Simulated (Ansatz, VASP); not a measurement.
# Cross-check of SiO2 between VASP and Ansatz, part 2 of 3

One calculation is typed for both programs; each brings its own data sets. How far apart do they land? The cell is taken from a series of runs on this material, whose earlier steps may have relaxed, scaled, displaced or heated it; both programs get it as it stands.

VASP 6.6.1 and Ansatz 0.2.0.

So far: Starting point; VASP: zone-centre phonons, LDA.

## (2) VASP: zone-centre phonons, LDA (continued)

Level of this step: LDA; plane waves and PAW (O, Si) (VASP).

OUTCAR, selected parts (step 2):

```text
ion  position               nearest neighbor table
   1  0.696  0.696  0.000-   5 1.73   5 1.73   6 1.74
   2  0.196  0.804  0.500-   6 1.73   6 1.73   5 1.74
   3  0.304  0.304  0.000-   5 1.73   5 1.73   6 1.74
   4  0.804  0.196  0.500-   6 1.73   6 1.73   5 1.74
   5  0.500  0.500  0.500-   1 1.73   3 1.73   1 1.73   3 1.73   2 1.74   4 1.74
   6  0.000  0.000  0.000-   2 1.73   4 1.73   2 1.73   4 1.73   3 1.74   1 1.74

  LATTYP: Found a simple tetragonal cell.
 ALAT       =     4.0573556084
 C/A-ratio  =     0.6465829207

 Subroutine GETGRP returns: Found 16 space group operations
 (whereof  8 operations were pure point group operations)

The static configuration has the point symmetry D_2h.
 The point group associated with its full space group is D_4h.

 Found     75 irreducible k-points:

   k-points           NKPTS =     75   k-points in BZ     NKDIM =     75   number of bands    NBANDS=     22

   dimension x,y,z NGX =    32 NGY =   32 NGZ =   24
   dimension x,y,z NGXF=    64 NGYF=   64 NGZF=   48

   ENCUT  =  600.0 eV  44.10 Ry    6.64 a.u.   8.10  8.10  5.24*2*pi/ulx,y,z

   NELECT =      32.0000    total number of electrons

 k-points in reciprocal lattice and weights: Automatic mesh
   0.00000000  0.00000000  0.00000000       0.002
   0.12500000  0.00000000  0.00000000       0.008
   0.25000000  0.00000000  0.00000000       0.008
   0.37500000  0.00000000  0.00000000       0.008
   0.50000000  0.00000000  0.00000000       0.004
   0.12500000  0.12500000  0.00000000       0.008
   0.25000000  0.12500000  0.00000000       0.016
   0.37500000  0.12500000  0.00000000       0.016
   0.50000000  0.12500000  0.00000000       0.008
[...]
0.50000000  0.37500000  0.50000000       0.008
   0.50000000  0.50000000  0.50000000       0.002

[...]
2     0.30211     3.74794     0.00000
    3     0.00000     0.00000     3.99009

 Eigenvectors and eigenvalues of the dynamical matrix
 ----------------------------------------------------

   1 f  =   30.981859 THz   194.664758 2PiTHz 1033.443560 cm-1   128.130614 meV
             X         Y         Z           dx          dy          dz
      2.825631  2.825631  0.000000     0.353553    0.353553   -0.000000
      0.796953  3.260402  1.311708    -0.353553    0.353553   -0.000000
      1.231724  1.231724  0.000000    -0.353553   -0.353553    0.000000
      3.260402  0.796953  1.311708     0.353553   -0.353553    0.000000
      2.028678  2.028678  1.311708    -0.000000    0.000000   -0.000000
      0.000000  0.000000  0.000000     0.000000   -0.000000   -0.000000

   2 f  =   26.561791 THz   166.892652 2PiTHz  886.005962 cm-1   109.850689 meV
             X         Y         Z           dx          dy          dz
      2.825631  2.825631  0.000000    -0.284432   -0.402367   -0.000000
      0.796953  3.260402  1.311708    -0.060321    0.290923   -0.000000
      1.231724  1.231724  0.000000    -0.284432   -0.402367   -0.000000
      3.260402  0.796953  1.311708    -0.060321    0.290923    0.000000
      2.028678  2.028678  1.311708     0.354613    0.376039    0.000000
      0.000000  0.000000  0.000000     0.165887   -0.207784    0.000000

   3 f  =   26.561791 THz   166.892652 2PiTHz  886.005962 cm-1   109.850689 meV
             X         Y         Z           dx          dy          dz
      2.825631  2.825631  0.000000    -0.290923   -0.060321    0.000000
      0.796953  3.260402  1.311708     0.402367   -0.284432   -0.000000
      1.231724  1.231724  0.000000    -0.290923   -0.060321   -0.000000
      3.260402  0.796953  1.311708     0.402367   -0.284432    0.000000
      2.028678  2.028678  1.311708     0.207784    0.165887    0.000000
      0.000000  0.000000  0.000000    -0.376039    0.354613   -0.000000

   4 f  =   24.881336 THz   156.334046 2PiTHz  829.952041 cm-1   102.900892 meV
             X         Y         Z           dx          dy          dz
      2.825631  2.825631  0.000000    -0.000000    0.000000    0.442637
      0.796953  3.260402  1.311708     0.000000   -0.000000   -0.442637
      1.231724  1.231724  0.000000    -0.000000   -0.000000    0.442637
      3.260402  0.796953  1.311708     0.000000   -0.000000   -0.442637
      2.028678  2.028678  1.311708     0.000000    0.000000   -0.328853
      0.000000  0.000000  0.000000    -0.000000   -0.000000    0.328853

   5 f  =   24.742584 THz   155.462239 2PiTHz  825.323756 cm-1   102.327058 meV
             X         Y         Z           dx          dy          dz
      2.825631  2.825631  0.000000    -0.353553   -0.353553    0.000000
      0.796953  3.260402  1.311708    -0.353553    0.353553   -0.000000
      1.231724  1.231724  0.000000     0.353553    0.353553   -0.000000
      3.260402  0.796953  1.311708     0.353553   -0.353553   -0.000000
      2.028678  2.028678  1.311708    -0.000000   -0.000000   -0.000000
      0.000000  0.000000  0.000000    -0.000000    0.000000    0.000000

   6 f  =   21.469908 THz   134.899410 2PiTHz  716.159042 cm-1    88.792365 meV
             X         Y         Z           dx          dy          dz
      2.825631  2.825631  0.000000    -0.000000   -0.000000    0.341847
      0.796953  3.260402  1.311708     0.000000    0.000000    0.341847
      1.231724  1.231724  0.000000    -0.000000   -0.000000    0.341847
      3.260402  0.796953  1.311708    -0.000000    0.000000    0.341847
      2.028678  2.028678  1.311708    -0.000000   -0.000000   -0.516025
      0.000000  0.000000  0.000000     0.000000    0.000000   -0.516025

   7 f  =   20.641162 THz   129.692249 2PiTHz  688.515069 cm-1    85.364950 meV
             X         Y         Z           dx          dy          dz
      2.825631  2.825631  0.000000     0.058403   -0.061294   -0.000000
      0.796953  3.260402  1.311708    -0.185170    0.186102   -0.000000
      1.231724  1.231724  0.000000     0.058403   -0.061294    0.000000
      3.260402  0.796953  1.311708    -0.185170    0.186102    0.000000
      2.028678  2.028678  1.311708     0.542678   -0.548215    0.000000
      0.000000  0.000000  0.000000    -0.351242    0.359737    0.000000

   8 f  =   20.641162 THz   129.692249 2PiTHz  688.515069 cm-1    85.364950 meV
             X         Y         Z           dx          dy          dz
      2.825631  2.825631  0.000000    -0.186102   -0.185170   -0.000000
      0.796953  3.260402  1.311708     0.061294    0.058403   -0.000000
      1.231724  1.231724  0.000000    -0.186102   -0.185170   -0.000000
      3.260402  0.796953  1.311708     0.061294    0.058403    0.000000
      2.028678  2.028678  1.311708    -0.359737   -0.351242    0.000000
      0.000000  0.000000  0.000000     0.548215    0.542678    0.000000

   9 f  =   18.985052 THz   119.286597 2PiTHz  633.273157 cm-1    78.515829 meV
             X         Y         Z           dx          dy          dz
      2.825631  2.825631  0.000000    -0.000000    0.000000   -0.705243
      0.796953  3.260402  1.311708     0.000000    0.000000    0.051301
      1.231724  1.231724  0.000000     0.000000   -0.000000    0.705243
      3.260402  0.796953  1.311708    -0.000000   -0.000000   -0.051301
      2.028678  2.028678  1.311708    -0.000000    0.000000    0.000000
      0.000000  0.000000  0.000000     0.000000    0.000000   -0.000000

  10 f  =   18.985052 THz   119.286597 2PiTHz  633.273157 cm-1    78.515829 meV
             X         Y         Z           dx          dy          dz
      2.825631  2.825631  0.000000    -0.000000    0.000000    0.051301
      0.796953  3.260402  1.311708     0.000000    0.000000    0.705243
      1.231724  1.231724  0.000000     0.000000   -0.000000   -0.051301
      3.260402  0.796953  1.311708    -0.000000   -0.000000   -0.705243
      2.028678  2.028678  1.311708     0.000000   -0.000000    0.000000
      0.000000  0.000000  0.000000     0.000000   -0.000000   -0.000000

  11 f  =   18.830663 THz   118.316547 2PiTHz  628.123316 cm-1    77.877331 meV
             X         Y         Z           dx          dy          dz
      2.825631  2.825631  0.000000    -0.353553    0.353553    0.000000
      0.796953  3.260402  1.311708     0.353553    0.353553   -0.000000
      1.231724  1.231724  0.000000     0.353553   -0.353553   -0.000000
      3.260402  0.796953  1.311708    -0.353553   -0.353553    0.000000
      2.028678  2.028678  1.311708     0.000000   -0.000000    0.000000
      0.000000  0.000000  0.000000     0.000000    0.000000    0.000000

  12 f  =   14.821017 THz    93.123194 2PiTHz  494.375900 cm-1    61.294772 meV
             X         Y         Z           dx          dy          dz
      2.825631  2.825631  0.000000     0.394078   -0.399209    0.000000
      0.796953  3.260402  1.311708     0.061998    0.088964    0.000000
      1.231724  1.231724  0.000000     0.394078   -0.399209   -0.000000
      3.260402  0.796953  1.311708     0.061998    0.088964   -0.000000
      2.028678  2.028678  1.311708    -0.342226    0.231032    0.000000
      0.000000  0.000000  0.000000    -0.346699    0.237608    0.000000

  13 f  =   14.821017 THz    93.123194 2PiTHz  494.375900 cm-1    61.294772 meV
             X         Y         Z           dx          dy          dz
      2.825631  2.825631  0.000000     0.088964   -0.061998    0.000000
      0.796953  3.260402  1.311708    -0.399209   -0.394078    0.000000
      1.231724  1.231724  0.000000     0.088964   -0.061998   -0.000000
      3.260402  0.796953  1.311708    -0.399209   -0.394078   -0.000000
      2.028678  2.028678  1.311708     0.237608    0.346699   -0.000000
      0.000000  0.000000  0.000000     0.231032    0.342226    0.000000
    [... 43 further lines ...]
      2.028678  2.028678  1.311708     0.443699   -0.191590    0.000000
      0.000000  0.000000  0.000000     0.443715   -0.191625    0.000000

 MACROSCOPIC STATIC DIELECTRIC TENSOR IONIC CONTRIBUTION
 ------------------------------------------------------
           6.000887     0.000000    -0.000000
           0.000000     6.000887     0.000000
          -0.000000     0.000000     4.729274
 ------------------------------------------------------

 ELASTIC MODULI CONTR FROM IONIC RELAXATION (kBar)
 Direction    XX          YY          ZZ          XY          YZ          ZX
 --------------------------------------------------------------------------------
 XX       -1211.1642    876.6089    -99.4214      0.0000     -0.0000      0.0000
 YY         876.6089  -1211.1642    -99.4214     -0.0000      0.0000     -0.0000
 ZZ         -99.4214    -99.4214    -59.0911     -0.0000      0.0000      0.0000
 XY           0.0000     -0.0000     -0.0000     -0.2027      0.0000     -0.0000
 YZ          -0.0000      0.0000      0.0000      0.0000   -149.9629     -0.0000
 ZX           0.0000     -0.0000      0.0000     -0.0000     -0.0000   -175.3713
 --------------------------------------------------------------------------------

 PIEZOELECTRIC TENSOR IONIC CONTR  for field in x, y, z        (C/m^2)
          XX          YY          ZZ          XY          YZ          ZX
  --------------------------------------------------------------------------------
  x    -0.00000     0.00000     0.00000     0.00000     0.00000     0.00000
  y     0.00000     0.00000     0.00000     0.00000    -0.00000     0.00000
  z     0.00000    -0.00000    -0.00000    -0.00000     0.00000     0.00000
```

(Part 2 of 3 ends here.)

[Lines on the potential files, build, host, timing and source positions are cut from VASP's logs without a mark.]

[Logs are printed without paths, hosts, clocks, repeated set-up lines and the standing remarks that a program may print on its own settings, such as how far it seeks lower states.]

[Hosts, paths, dates, database ids (printed as entryN), source tags and the programs' standing remarks are cut or masked in the printed files.]
